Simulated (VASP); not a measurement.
A convergence study with VASP on GaN (wurtzite): one setting is varied, all else stays as given below, so the limit is that of these other settings. Each run relaxes cell and ions from the cell shown.

```
GaN
1.0
    1.59500    -2.76262     0.00000
    1.59500     2.76262     0.00000
    0.00000     0.00000     5.19000
Ga N
2 2
Cartesian
  1.59500  -0.92088   2.59500
  1.59500   0.92088   0.00000
  1.59500  -0.92088   4.55163
  1.59500   0.92088   1.95663
```

All values below come from LDA (Ceperley-Alder, Perdew-Zunger), VASP's LDA PAW potentials (set 64) (plane waves; VASP 6.6.1). The tightest run used: 700 eV cut-off, 12×12×7 Γ-centred mesh, Gaussian smearing of 0.050 eV, potentials Ga_d N.

The settings run are 2×2×1 mesh; 3×3×2 mesh; 4×4×2 mesh; 5×5×3 mesh; 6×6×3 mesh; 8×8×4 mesh; 9×9×5 mesh; 10×10×6 mesh; 11×11×6 mesh; 12×12×7 mesh. From which on does the relaxed volume stay within 0.02 Å³/atom of the tightest run?

From 3×3×2 mesh on: it is off by 0.008 there and by no more than 0.02 in any finer run, while 2×2×1 mesh is off by 0.176.
| setting | relaxed volume (Å³/atom) | E (eV/atom) | irreducible k-points | difference judged (Å³/atom) |
|---|---|---|---|---|
| 2×2×1 mesh | 10.929 | -6.7120 | 2 | 0.176 |
| 3×3×2 mesh | 11.114 | -6.9022 | 6 | 0.008 |
| 4×4×2 mesh | 11.103 | -6.9624 | 8 | 0.002 |
| 5×5×3 mesh | 11.102 | -6.9743 | 10 | 0.004 |
| 6×6×3 mesh | 11.104 | -6.9773 | 14 | 0.002 |
| 8×8×4 mesh | 11.105 | -6.9790 | 30 | 0.000 |
| 9×9×5 mesh | 11.105 | -6.9791 | 36 | 0.000 |
| 10×10×6 mesh | 11.105 | -6.9792 | 56 | 0.000 |
| 11×11×6 mesh | 11.105 | -6.9792 | 64 | 0.000 |
| 12×12×7 mesh | 11.105 | -6.9792 | 76 | 0.000 |

Left out are rungs that failed or repeat a setting and relaxations that didn't move; long series are thinned to 24 rows.

The compound is GaN in the wurtzite structure.
